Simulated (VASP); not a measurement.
An input for Ansatz (written as the equivalent of a VASP run, and not itself run):

Ansatz 0.2 input:
```yaml
crystal:
  lattice:
    - [-2.5100000, 2.5100000, 2.5100000]
    - [2.5100000, -2.5100000, 2.5100000]
    - [2.5100000, 2.5100000, -2.5100000]
  atoms:
    - { symbol: Ba, position: [0.0000000, 0.0000000, 0.0000000] }
kpoints:
  mp_grid: { grid: [9, 9, 9] }
hamiltonian:
  xc: lda
  pseudopotentials: { kind: paw }
scf:
  occupations: { method: methfessel_paxton, width: 0.1 }
  max_iter: 100
relax:
  max_steps: 60
  f_tol: 0.01
  cell: {}
output: { forces: true, stress: true, eigenvalues: true }
```

Problem. Write the VASP files for the same calculation (LDA).

Solution. This is not unique; one that fits is 
POSCAR:
```
Ba
1
   -2.5100000000     2.5100000000     2.5100000000
    2.5100000000    -2.5100000000     2.5100000000
    2.5100000000     2.5100000000    -2.5100000000
Ba
1
Direct
  0.0000000000   0.0000000000   0.0000000000
```

### INCAR
```
SIGMA  =  0.1   # width (eV)
NSW  =  60
IBRION  =  2   # conjugate gradients
LMAXMIX  =  4   # l cut-off of mixed one-centre charges
EDIFF  =  1E-6
ENCUT  =  400
PREC  =  Accurate
ISMEAR  =  1
LREAL  =  .False.
ISIF  =  3   # ions, shape and volume
SYSTEM  =  Ba
LASPH  =  .True.
ALGO  =  Normal   # blocked Davidson
NELM  =  100   # most electronic steps
EDIFFG  =  -0.01
LCHARG  =  .False.
LWAVE  =  .False.
```

**KPOINTS**
```
Regular mesh
0
gamma
  9 9 9
```

POTCAR, in this order: Ba_sv (LDA.64 set). Program: vasp_std.

Limits of the translation: each code has its own PAW files, so the cut-off isn't converted (ENCUT is set for VASP's; basis.ecutwfc is left out, and Ansatz then takes the one that its files recommend); Ansatz stops its SCF on the density residual and VASP on the energy change (EDIFF); Ansatz's lda is the Perdew-Wang form, while the LDA potentials of VASP carry Perdew-Zunger's.

The compound is Ba in the bcc structure. This run relaxes it. Symmetry was kept, so distortions that lower it aren't found.
